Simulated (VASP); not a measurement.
OSZICAR of a VASP run on VAs (a trial cell in the tenorite structure, space group C2/c):

File OSZICAR:
```
       N       E                     dE             d eps       ncg     rms          rms(c)
DAV:   1     0.304840616763E+03    0.30484E+03   -0.18334E+04  2864   0.115E+03
DAV:   2    -0.354394423516E+01   -0.30838E+03   -0.30225E+03  2544   0.367E+02
DAV:   3    -0.211917950511E+02   -0.17648E+02   -0.17309E+02  3248   0.806E+01
DAV:   4    -0.217298866552E+02   -0.53809E+00   -0.52600E+00  2776   0.117E+01
DAV:   5    -0.217465725621E+02   -0.16686E-01   -0.16638E-01  2968   0.188E+00    0.191E+01
DAV:   6    -0.233305458021E+02   -0.15840E+01   -0.12103E+02  3008   0.592E+01    0.339E+01
DAV:   7    -0.174369826019E+02    0.58936E+01   -0.37664E+01  3264   0.407E+01    0.659E+00
DAV:   8    -0.180134824279E+02   -0.57650E+00   -0.52612E+00  3072   0.979E+00    0.420E+00
DAV:   9    -0.185186479161E+02   -0.50517E+00   -0.91731E-01  2936   0.401E+00    0.334E+00
DAV:  10    -0.188314061772E+02   -0.31276E+00   -0.33154E-01  3072   0.298E+00    0.270E+00
DAV:  11    -0.192498241542E+02   -0.41842E+00   -0.99480E-01  3232   0.554E+00    0.150E+00
DAV:  12    -0.193499368972E+02   -0.10011E+00   -0.22406E-01  3352   0.237E+00    0.764E-01
DAV:  13    -0.193756615313E+02   -0.25725E-01   -0.52433E-02  2928   0.127E+00    0.485E-01
DAV:  14    -0.193886876176E+02   -0.13026E-01   -0.51789E-02  3064   0.134E+00    0.408E-01
DAV:  15    -0.193985965959E+02   -0.99090E-02   -0.29893E-02  3192   0.738E-01    0.299E-01
DAV:  16    -0.194058182663E+02   -0.72217E-02   -0.38701E-02  2928   0.818E-01    0.227E-01
DAV:  17    -0.194113675297E+02   -0.55493E-02   -0.36866E-02  3264   0.774E-01    0.179E-01
DAV:  18    -0.194164889718E+02   -0.51214E-02   -0.56497E-02  3008   0.910E-01    0.151E-01
DAV:  19    -0.194208060996E+02   -0.43171E-02   -0.33592E-02  2768   0.663E-01    0.125E-01
DAV:  20    -0.194242421549E+02   -0.34361E-02   -0.50455E-02  2856   0.800E-01    0.129E-01
DAV:  21    -0.194269537600E+02   -0.27116E-02   -0.16518E-02  3104   0.453E-01    0.109E-01
DAV:  22    -0.194283049283E+02   -0.13512E-02   -0.36878E-03  2872   0.220E-01    0.980E-02
DAV:  23    -0.194294616135E+02   -0.11567E-02   -0.73071E-03  2824   0.299E-01    0.956E-02
DAV:  24    -0.194313462815E+02   -0.18847E-02   -0.64049E-02  2840   0.920E-01    0.100E-01
DAV:  25    -0.194335092993E+02   -0.21630E-02   -0.91045E-02  2880   0.108E+00    0.109E-01
DAV:  26    -0.194370974159E+02   -0.35881E-02   -0.25425E-02  3024   0.584E-01    0.859E-02
DAV:  27    -0.194375745373E+02   -0.47712E-03   -0.21856E-03  2720   0.278E-01    0.652E-02
DAV:  28    -0.194372449896E+02    0.32955E-03   -0.67069E-04  3224   0.135E-01    0.723E-02
DAV:  29    -0.194339086859E+02    0.33363E-02   -0.38701E-02  2816   0.767E-01    0.856E-02
DAV:  30    -0.194357563749E+02   -0.18477E-02   -0.31159E-03  2672   0.317E-01    0.682E-02
DAV:  31    -0.194368156312E+02   -0.10593E-02   -0.10365E-02  2832   0.405E-01    0.669E-02
DAV:  32    -0.194380656267E+02   -0.12500E-02   -0.14359E-02  2880   0.441E-01    0.747E-02
DAV:  33    -0.194387447242E+02   -0.67910E-03   -0.14724E-03  3192   0.154E-01    0.725E-02
DAV:  34    -0.194383669203E+02    0.37780E-03   -0.12802E-03  2856   0.152E-01    0.724E-02
DAV:  35    -0.194378212948E+02    0.54563E-03   -0.22360E-03  2856   0.174E-01    0.721E-02
DAV:  36    -0.194354326528E+02    0.23886E-02   -0.36353E-02  2856   0.707E-01    0.863E-02
DAV:  37    -0.194341521928E+02    0.12805E-02   -0.23043E-02  2936   0.543E-01    0.776E-02
DAV:  38    -0.194334708187E+02    0.68137E-03   -0.86826E-03  3040   0.323E-01    0.721E-02
DAV:  39    -0.194335504112E+02   -0.79593E-04   -0.21794E-04  2632   0.821E-02    0.677E-02
DAV:  40    -0.194348007862E+02   -0.12504E-02   -0.20278E-02  2824   0.529E-01    0.656E-02
DAV:  41    -0.194360453686E+02   -0.12446E-02   -0.31716E-02  2848   0.660E-01    0.795E-02
DAV:  42    -0.194382182400E+02   -0.21729E-02   -0.45160E-02  2848   0.752E-01    0.111E-01
DAV:  43    -0.194395827261E+02   -0.13645E-02   -0.43844E-03  3240   0.279E-01    0.102E-01
DAV:  44    -0.194401324401E+02   -0.54971E-03   -0.18680E-03  2960   0.154E-01    0.102E-01
DAV:  45    -0.194403081349E+02   -0.17569E-03   -0.35719E-04  2912   0.794E-02    0.973E-02
DAV:  46    -0.194344135530E+02    0.58946E-02   -0.11773E-01  2848   0.128E+00    0.102E-01
DAV:  47    -0.194332743460E+02    0.11392E-02   -0.43023E-02  3224   0.753E-01    0.968E-02
DAV:  48    -0.194299638880E+02    0.33105E-02   -0.66735E-02  2808   0.897E-01    0.124E-01
DAV:  49    -0.194344853651E+02   -0.45215E-02   -0.14054E-01  2880   0.147E+00    0.978E-02
DAV:  50    -0.194370619803E+02   -0.25766E-02   -0.66595E-02  3112   0.948E-01    0.110E-01
DAV:  51    -0.194398686736E+02   -0.28067E-02   -0.96914E-02  2840   0.110E+00    0.144E-01
DAV:  52    -0.194416351985E+02   -0.17665E-02   -0.23395E-03  2768   0.305E-01    0.124E-01
DAV:  53    -0.194431071150E+02   -0.14719E-02   -0.34746E-02  2952   0.694E-01    0.145E-01
DAV:  54    -0.194436026355E+02   -0.49552E-03   -0.18276E-02  3080   0.509E-01    0.176E-01
DAV:  55    -0.194438592083E+02   -0.25657E-03   -0.29447E-04  2424   0.117E-01    0.174E-01
DAV:  56    -0.194437419635E+02    0.11724E-03   -0.12467E-03  2888   0.147E-01    0.164E-01
DAV:  57    -0.194437874375E+02   -0.45474E-04   -0.26269E-04  2880   0.715E-02    0.169E-01
DAV:  58    -0.194437606007E+02    0.26837E-04   -0.14647E-05  2144   0.199E-02    0.168E-01
DAV:  59    -0.194438558554E+02   -0.95255E-04   -0.55561E-03  2904   0.292E-01    0.189E-01
DAV:  60    -0.194427648091E+02    0.10910E-02   -0.45403E-02  2904   0.860E-01    0.129E-01
DAV:  61    -0.194429503685E+02   -0.18556E-03   -0.95038E-03  3320   0.419E-01    0.948E-02
DAV:  62    -0.194423895011E+02    0.56087E-03   -0.45631E-03  2960   0.259E-01    0.909E-02
DAV:  63    -0.194423068932E+02    0.82608E-04   -0.62743E-04  3360   0.109E-01    0.918E-02
DAV:  64    -0.194434235819E+02   -0.11167E-02   -0.70595E-03  2816   0.315E-01    0.996E-02
DAV:  65    -0.194433047761E+02    0.11881E-03   -0.16101E-03  3016   0.180E-01    0.120E-01
DAV:  66    -0.194461967525E+02   -0.28920E-02   -0.59122E-02  2864   0.904E-01    0.129E-01
DAV:  67    -0.194466336586E+02   -0.43691E-03   -0.10315E-03  2512   0.237E-01    0.115E-01
DAV:  68    -0.194462649027E+02    0.36876E-03   -0.50068E-04  2864   0.941E-02    0.112E-01
DAV:  69    -0.194461294168E+02    0.13549E-03   -0.17676E-04  2752   0.486E-02    0.110E-01
DAV:  70    -0.194453091839E+02    0.82023E-03   -0.36037E-03  2824   0.221E-01    0.103E-01
DAV:  71    -0.194462523170E+02   -0.94313E-03   -0.77021E-03  2928   0.379E-01    0.965E-02
DAV:  72    -0.194454393429E+02    0.81297E-03   -0.38426E-03  2840   0.251E-01    0.905E-02
DAV:  73    -0.194459935974E+02   -0.55425E-03   -0.12605E-03  2912   0.154E-01    0.912E-02
DAV:  74    -0.194457833714E+02    0.21023E-03   -0.18562E-04  2936   0.589E-02    0.911E-02
DAV:  75    -0.194459880795E+02   -0.20471E-03   -0.21297E-04  2864   0.574E-02    0.915E-02
DAV:  76    -0.194465357711E+02   -0.54769E-03   -0.20655E-03  2856   0.166E-01    0.920E-02
DAV:  77    -0.194468687341E+02   -0.33296E-03   -0.11986E-03  3048   0.135E-01    0.929E-02
DAV:  78    -0.194468547071E+02    0.14027E-04   -0.22765E-05  1984   0.393E-02    0.927E-02
DAV:  79    -0.194475873958E+02   -0.73269E-03   -0.40193E-03  2856   0.231E-01    0.987E-02
DAV:  80    -0.194479552894E+02   -0.36789E-03   -0.13862E-03  3128   0.135E-01    0.101E-01
DAV:  81    -0.194479343510E+02    0.20938E-04   -0.42252E-03  2952   0.293E-01    0.114E-01
DAV:  82    -0.194468493733E+02    0.10850E-02   -0.81150E-03  2856   0.351E-01    0.104E-01
DAV:  83    -0.194467299636E+02    0.11941E-03   -0.78660E-04  3376   0.118E-01    0.102E-01
DAV:  84    -0.194467208067E+02    0.91569E-05   -0.36344E-05  2352   0.279E-02    0.102E-01
DAV:  85    -0.194466981921E+02    0.22615E-04   -0.15297E-05  2344   0.164E-02    0.102E-01
DAV:  86    -0.194463395312E+02    0.35866E-03   -0.96804E-04  2968   0.150E-01    0.122E-01
DAV:  87    -0.194468453762E+02   -0.50584E-03   -0.33421E-03  2872   0.214E-01    0.127E-01
DAV:  88    -0.194467159851E+02    0.12939E-03   -0.88094E-05  2208   0.635E-02    0.128E-01
DAV:  89    -0.194483736884E+02   -0.16577E-02   -0.34439E-02  2816   0.683E-01    0.141E-01
DAV:  90    -0.194487260492E+02   -0.35236E-03   -0.82281E-04  2808   0.183E-01    0.135E-01
DAV:  91    -0.194480272727E+02    0.69878E-03   -0.18649E-02  2928   0.584E-01    0.907E-02
DAV:  92    -0.194500115181E+02   -0.19842E-02   -0.22916E-02  2848   0.591E-01    0.103E-01
DAV:  93    -0.194507422707E+02   -0.73075E-03   -0.66576E-03  3240   0.306E-01    0.113E-01
DAV:  94    -0.194507551366E+02   -0.12866E-04   -0.80358E-05  2536   0.707E-02    0.107E-01
DAV:  95    -0.194508255253E+02   -0.70389E-04   -0.71046E-05  2528   0.316E-02    0.106E-01
DAV:  96    -0.194169967802E+02    0.33829E-01   -0.14089E+00  2808   0.436E+00    0.319E-01
DAV:  97    -0.194352208023E+02   -0.18224E-01   -0.28795E-02  2480   0.112E+00    0.170E-01
DAV:  98    -0.194364647626E+02   -0.12440E-02   -0.12210E-03  3032   0.190E-01    0.148E-01
DAV:  99    -0.194377865393E+02   -0.13218E-02   -0.84492E-03  2752   0.330E-01    0.123E-01
DAV: 100    -0.194394234654E+02   -0.16369E-02   -0.16343E-02  2920   0.444E-01
   1 F= -.19439423E+02 E0= -.19437579E+02  d E =-.368828E-02  mag=     5.5178
```

Task: Which electronic solver shows in the log?

Result: It is blocked Davidson (ALGO = Normal, or the opening steps of other solvers). The INCAR had ALGO = Normal.

Task: How was spin treated?

Result: Collinear spin (ISPIN = 2): the summary line carries one mag value, 5.52 μB in the cell.

Task: Can the final energy be trusted as converged?

Result: The run did not converge; its last values are not results. It stopped with EDIFF = 1E-6, NELM = 100 (PBE GGA + U (Dudarev), plane waves, VASP's PBE PAW potentials (set 64)).

The structure was generated: VAs was put into the tenorite type (C2/c), which need not be its known phase. The cell was not relaxed at this level. The k-mesh is coarse (spacing up to 0.33 per Å, 2π included), so the numbers may not be converged in it. The run is one of a series of settings (LDAU = .TRUE., LDAUJ = 0 0, LDAUL = 2 -1, LDAUTYPE = 2, LDAUU = 5.0 0 against the base run), some of them coarse on purpose.
